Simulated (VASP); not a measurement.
All values below come from PBEsol GGA, VASP's PBE PAW potentials (set 64) (plane waves; VASP 6.6.1). For the first row: Run with 400 eV cut-off, 6×3×4 Γ-centred mesh, tetrahedra with Blöchl corrections, potentials Cd Te Se.

| system | energy (eV/atom) |
|---|---|
| Cd4Te3Se (space group Pmm2) | -2.8217 |
| Cd (hcp) | -1.1996 |
| Te (trig) | -3.5255 |
| Se (trig) | -3.8532 |

The references are the elements' solids at the same level; no temperature or zero-point terms are added.    Without a dispersion term in the relaxation, distances and binding between the weakly bound layers, chains or molecules are unreliable, and so is what depends on them. Spin-orbit coupling is left out, which shifts such energies by up to tenths of an eV for the heavy elements here.

**Question.** What is the formation energy per atom of Cd4Te3Se?

**Answer.** The references average (4×(-1.1996) + 3×(-3.5255) + 1×(-3.8532))/8 = -2.4035 eV, so the formation energy is -2.8217 − (-2.4035) = -0.418 eV/atom.
